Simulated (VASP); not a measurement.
Input for VASP

**KPOINTS**
```
Automatic mesh
0
Gamma
4 4 3
0 0 0
```

### INCAR
```
SYSTEM = HoAs
PREC = Accurate
ENCUT = 400
EDIFF = 1E-6
NELM = 6
ALGO = Normal
LREAL = .FALSE.
LASPH = .TRUE.
ISMEAR = 0
SIGMA = 0.05
GGA = PE
LMAXMIX = 6
LWAVE = .FALSE.
LCHARG = .FALSE.
ISIF = 2
```

POSCAR:
```
HoAs
1
    4.5070820000     0.0000000000     0.0000000000
   -2.2535410000     3.9032480000     0.0000000000
    0.0000000000     0.0000000000     7.3815600000
Ho As
2 2
Direct
  0.6666670000   0.3333330000   0.0000000000
  0.3333330000   0.6666670000   0.5000000000
  0.6666670000   0.3333330000   0.6252000000
  0.3333330000   0.6666670000   0.1252000000
```

POTCAR, in this order: Ho_3 As (PBE.64 set). Program: vasp_std.

### Question
What happens when VASP runs on this input?

### Answer
There is a fault: NELM is too small, so the electronic loop ends before EDIFF is met. The run did not converge; its last values are not results. Against the sound run, the energy per atom (σ→0) decreases by 0.013 eV/atom; the pressure goes up by 4.68 GPa; the largest force drops by 0.011 eV/Å.

File standard output:
```
 POSCAR found type information on POSCAR HoAs
 POSCAR found :  2 types and       4 ions
 Reading from existing POTCAR
 Reading from existing POTCAR
 LDA part: xc-table for (Slater+PW92), standard interpolation
 POSCAR, INCAR and KPOINTS ok, starting setup
 WAVECAR not read
 entering main loop
       N       E                     dE             d eps       ncg     rms          rms(c)
DAV:   1     0.146903712612E+03    0.14690E+03   -0.10547E+04   328   0.112E+03
DAV:   2    -0.911996006216E+01   -0.15602E+03   -0.15179E+03   472   0.472E+02
DAV:   3    -0.234230335197E+02   -0.14303E+02   -0.14057E+02   496   0.925E+01
DAV:   4    -0.237778768600E+02   -0.35484E+00   -0.35430E+00   472   0.183E+01
DAV:   5    -0.237856280321E+02   -0.77512E-02   -0.77451E-02   512   0.251E+00    0.303E+01
DAV:   6    -0.225358598082E+02    0.12498E+01   -0.38285E+00   464   0.101E+01

 -----------------------------------------------------------------------------
|                                                                             |
|           W    W    AA    RRRRR   N    N  II  N    N   GGGG   !!!           |
|           W    W   A  A   R    R  NN   N  II  NN   N  G    G  !!!           |
|           W    W  A    A  R    R  N N  N  II  N N  N  G       !!!           |
|           W WW W  AAAAAA  RRRRR   N  N N  II  N  N N  G  GGG   !            |
|           WW  WW  A    A  R   R   N   NN  II  N   NN  G    G                |
|           W    W  A    A  R    R  N    N  II  N    N   GGGG   !!!           |
|                                                                             |
|     The electronic self-consistency was not achieved in the given           |
|     number of steps (NELM). The forces and other quantities evaluated       |
|     might not be reliable so examine the results carefully. If you find     |
|     spurious results, we suggest increasing NELM, if you were close to      |
|     convergence or switching to a different ALGO or adjusting the           |
|     density mixing parameters otherwise.                                    |
|                                                                             |
 -----------------------------------------------------------------------------

   1 F= -.22535860E+02 E0= -.22535860E+02  d E =-.272364E-11
```

### OUTCAR
```
------------------------ aborting loop EDIFF was not reached (unconverged)  ----------------------------
  FORCE on cell =-STRESS in cart. coord.  units (eV):
  Direction    XX          YY          ZZ          XY          YZ          ZX
  --------------------------------------------------------------------------------------
  Total        5.2101337      5.2101351      3.7889452      0.0000000      0.0000000      0.0000000
  in kB       64.2820465     64.2820627     46.7475818      0.0000000      0.0000000      0.0000000
  external PRESSURE =      58.4372304 kB  Pullay stress =       0.0000000 kB
  volume of cell :      129.86
      direct lattice vectors                 reciprocal lattice vectors
     4.507082000  0.000000000  0.000000000     0.221873043  0.128098445  0.000000000
    -2.253541000  3.903248000  0.000000000     0.000000000  0.256196890  0.000000000
     0.000000000  0.000000000  7.381560000     0.000000000  0.000000000  0.135472719
 POSITION                                       TOTAL-FORCE (eV/Angst)
 -----------------------------------------------------------------------------------
      2.25354      1.30108      0.00000         0.000000      0.000000      0.131939
     -0.00000      2.60217      3.69078        -0.000000     -0.000000      0.131939
      2.25354      1.30108      4.61495        -0.000000      0.000000     -0.131939
     -0.00000      2.60217      0.92417         0.000000     -0.000000     -0.131939
 -----------------------------------------------------------------------------------
    total drift:                                0.000111     -0.000064     -0.010680
  FREE ENERGIE OF THE ION-ELECTRON SYSTEM (eV)
  ---------------------------------------------------
  free  energy   TOTEN  =       -22.5358598082 eV

  energy  without entropy=      -22.5358598082  energy(sigma->0) =      -22.53585981
```
(Selected blocks of OUTCAR.)

To mend it, set NELM = 100.

The mended run (PBE GGA, plane waves, VASP's PBE PAW potentials (set 64)) converges, and its OSZICAR ends with
```
   1 F= -.22484767E+02 E0= -.22484767E+02  d E =-.685089E-18
```

The structure was generated: HoAs was put into the wurtzite type (P6_3mc), which need not be its known phase. The cell was not relaxed at this level. The 4f electrons are frozen in the core of the lanthanide potential, so 4f levels, which can set the real gap, and their magnetism are missing.
